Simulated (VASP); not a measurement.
A VASP calculation is set up with these files.

**POSCAR**
```
NaI
3.2350
  0.0000000000   1.0000000000   1.0000000000
  1.0000000000   0.0000000000   1.0000000000
  1.0000000000   1.0000000000   0.0000000000
Na I
1 1
Direct
  0.0000000000   0.0000000000   0.0000000000
  0.5000000000   0.5000000000   0.5000000000
```

File KPOINTS:
```
Automatic mesh
0
Gamma
4 4 4
0 0 0
```

**INCAR**
```
# general
SYSTEM = NaI
PREC   = Normal
ENCUT  = 500
LREAL  = F
LASPH  = T

# electronic loop
EDIFF  = 1E-8
NELM   = 100
ALGO   = Normal

# smearing
ISMEAR = 0
SIGMA  = 0.01

# functional
GGA    = PE

# output
LWAVE  = T
LCHARG = F
```

POTCAR, in this order: Na_sv_GW I_GW (PBE.64 set). Program: vasp_std.

### Question
Write an equivalent input for Quantum ESPRESSO's pw.x.

### Answer
One equivalent input (not run):
```
&CONTROL
  calculation = 'scf'
  pseudo_dir = './pseudo'
  outdir = './out'
  tprnfor = .true.
  tstress = .true.
/
&SYSTEM
  ibrav = 0
  nat = 2
  ntyp = 2
  ecutwfc = 88
  occupations = 'smearing'
  smearing = 'gaussian'
  degauss = 0.000735
  input_dft = 'pbe'
/
&ELECTRONS
  conv_thr = 7.3e-10
  electron_maxstep = 100
/
ATOMIC_SPECIES
  Na 22.990 Na.upf
  I 126.904 I.upf
CELL_PARAMETERS angstrom
     0.0000000    3.2350000    3.2350000
     3.2350000    0.0000000    3.2350000
     3.2350000    3.2350000    0.0000000
ATOMIC_POSITIONS crystal
  Na   0.0000000  0.0000000  0.0000000
  I    0.5000000  0.5000000  0.5000000
K_POINTS automatic
  4 4 4 0 0 0
```
What does not carry over: the potentials are each code's own (VASP's PAW set, PseudoDojo norm-conserving files in pw.x), so ENCUT and ecutwfc are chosen apart and not converted; conv_thr bounds pw.x's estimated SCF error, while EDIFF bounds the energy change between steps.

The compound is NaI in the rock salt structure. The cell was not relaxed at this level. The k-mesh is coarse (spacing up to 0.42 per Å, 2π included), so the numbers may not be converged in it.
